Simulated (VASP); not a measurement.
Data:

```xyz
1
Lattice="0.0000 1.9200 1.9200 1.9200 0.0000 1.9200 1.9200 1.9200 0.0000" Properties=species:S:1:pos:R:3 pbc="T T T"
Ir     0.0000     0.0000     0.0000
```

Calculation: AM05 GGA, VASP's PBE PAW potentials (set 64) (plane waves; VASP 6.6.1). Settings: 520 eV cut-off, 15×15×15 Γ-centred mesh, first-order Methfessel-Paxton smearing of 0.10 eV, potentials Ir.

The ions, cell shape and volume are relaxed. Which structure does the run end with?

```xyz
1
Lattice="0.0000 1.9116 1.9116 1.9116 0.0000 1.9116 1.9116 1.9116 0.0000" Properties=species:S:1:pos:R:3 pbc="T T T"
Ir     0.0000     0.0000     0.0000
```
Space group Fm-3m (225), at a tolerance of 0.03 Å.

How do energy and volume change from the first to the last step?

The energy (σ→0) changes by -3.1 meV/atom and the volume by -1.3 %, in 3 ionic steps.

The compound is Ir in the fcc structure. This run relaxes it. Symmetry was kept, so distortions that lower it aren't found.
